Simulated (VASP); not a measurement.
An input for Ansatz (written as the equivalent of a VASP run, and not itself run):

Ansatz 0.2 input:
```yaml
crystal:
  lattice:
    - [5.0738699, 0.0000000, 0.0162783]
    - [0.0000000, 2.6274500, 0.0000000]
    - [-0.0182939, 0.0000000, 5.7085593]
  atoms:
    - { symbol: Mn, position: [0.0000000, 0.0000000, 0.0000000] }
    - { symbol: Mn, position: [0.5000000, 0.5000000, 0.5000000] }
    - { symbol: P, position: [0.8280354, 0.0000000, 0.3729653] }
    - { symbol: P, position: [0.1719646, 0.0000000, 0.6270347] }
    - { symbol: P, position: [0.6720201, 0.5000000, 0.8729664] }
    - { symbol: P, position: [0.3279799, 0.5000000, 0.1270336] }
kpoints:
  mp_grid: { grid: [7, 13, 6] }
hamiltonian:
  xc: pbesol
  pseudopotentials: { kind: paw }
scf:
  occupations: { method: tetrahedron }
  max_iter: 100
output: { forces: true, stress: true, eigenvalues: true }
```

**Question.** Write the VASP files for the same calculation (PBEsol).

**Answer.** This is not unique; one that fits is 
POSCAR:
```
MnP2
5.7085590
  0.8888179923   0.0000000000   0.0028515689
  0.0000000000   0.4602650179   0.0000000000
 -0.0032046463   0.0000000000   1.0000000476
Mn P
2 4
direct
  0.0000000000   0.0000000000   0.0000000000
  0.5000000000   0.5000000000   0.5000000000
  0.8280353714   0.0000000000   0.3729653033
  0.1719646286   0.0000000000   0.6270346967
  0.6720200946   0.5000000000   0.8729663500
  0.3279799054   0.5000000000   0.1270336500
```

### KPOINTS
```
Automatic mesh
0
gamma
  7 13 6
```

INCAR:
```
SYSTEM = MnP2
PREC = Accurate
ENCUT = 400
EDIFF = 1E-7
NELM = 100
ALGO = Normal
LREAL = .FALSE.
LASPH = .TRUE.
ISMEAR = -5
GGA = PS
LMAXMIX = 4
LWAVE = .FALSE.
LCHARG = .TRUE.
LORBIT = 11
NEDOS = 601
ISIF = 2
LEFG = .TRUE.
```

POTCAR, in this order: Mn_pv P (PBE.64 set). Program: vasp_std.

What does not carry over: each code has its own PAW files, so the cut-off isn't converted (ENCUT is set for VASP's; basis.ecutwfc is left out, and Ansatz then takes the one that its files recommend); Ansatz stops its SCF on the density residual and VASP on the energy change (EDIFF); the field gradients of LEFG aren't asked of the other code.

The structure comes from a computed database's MnP2 entry (P2/m); how it stands against other phases isn't given here. It was relaxed first, which changed the volume by -6 %. The relaxed cell has space group Pnnm.
